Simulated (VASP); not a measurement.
**Si7B: relaxation of cell and atoms with PBE**

Crystal: Si7B.

```xyz
8
Lattice="0.0000 3.8736 3.8736 3.8736 0.0000 3.8736 3.8736 3.8736 0.0000" Properties=species:S:1:pos:R:3 pbc="T T T"
Si    3.8736    3.8736    3.8736
Si    1.9368    1.9368    0.0000
Si    1.9368    3.8736    1.9368
Si    3.8736    1.9368    1.9368
Si    1.9368    1.9368    3.8736
Si    1.9368    0.0000    1.9368
Si    0.0000    1.9368    1.9368
B     0.0000    0.0000    0.0000
```

The cell was built by a generator and needn't be a form met in nature.

| Quantity | Value |
| --- | --- |
| Program | VASP 6.6.1 |
| Task | relaxation of cell and atoms |
| Functional | PBE |
| Potentials or basis | VASP PAW PBE potentials, release 64 (Si, B) |
| Cutoff | 520 eV |
| k mesh | 4 × 4 × 4 |
| Occupations | gaussian, width 0.15 eV |
| Spin | no spin polarisation |
| Further INCAR settings | PREC = Normal; ALGO = Fast; EDIFF = 0.0001; IBRION = 2; EDIFFG = -0.08; NSW = 24; ISIF = 3 |

- Relaxed volume: 13.27 Å³/atom
- Relaxed cell: a = 5.315 Å, b = 5.315 Å, c = 5.315 Å, α = 60.00°, β = 60.00°, γ = 60.00°
- Space group after relaxing (to 0.05 Å): Fm-3m (No. 225)
- Energy gained by relaxing: 28.4 meV/atom
- Ionic steps: 2
- Pressure after relaxing: 0.2 GPa
- Band gap on the k mesh: none (metal or under the smearing width)

The path:
```tsv
step	energy change (eV)	largest force (eV/Å)	pressure (GPa)	volume (Å³)
1	0.0000	0.0000	-6.81	116.24
2	-0.2271	0.0000	0.18	106.16
```

Final structure:
```
CELL_PARAMETERS angstrom
0.00000 3.75820 3.75820
3.75820 0.00000 3.75820
3.75820 3.75820 0.00000
ATOMIC_POSITIONS crystal
Si 0.50000 0.50000 0.50000
Si 0.00000 0.00000 0.50000
Si 0.50000 0.00000 0.50000
Si 0.00000 0.50000 0.50000
Si 0.50000 0.50000 0.00000
Si 0.00000 0.50000 0.00000
Si 0.50000 0.00000 0.00000
B 0.00000 0.00000 0.00000
```

Levels at points of the mesh, in eV from the Fermi level:
| k point | band 14 | band 15 | band 16 | band 17 | band 18 | band 19 |
| --- | --- | --- | --- | --- | --- | --- |
| (0.00, 0.00, 0.00) | -4.45 | -4.45 | 2.85 | 2.85 | 2.85 | 3.48 |
| (0.50, 0.00, 0.00) | -3.23 | 1.09 | 1.16 | 1.23 | 1.37 | 1.37 |
| (0.50, 0.50, 0.00) | -1.50 | -1.14 | -0.96 | -0.71 | -0.71 | 0.20 |

Wall time 12 s on 1 thread of AMD EPYC 9R14 (Zen 4), with other jobs on the host, peak memory 0.14 GiB.

Caveat: the relaxation stopped at a loose force limit of 0.08 eV/Å, so its end isn't a converged minimum.
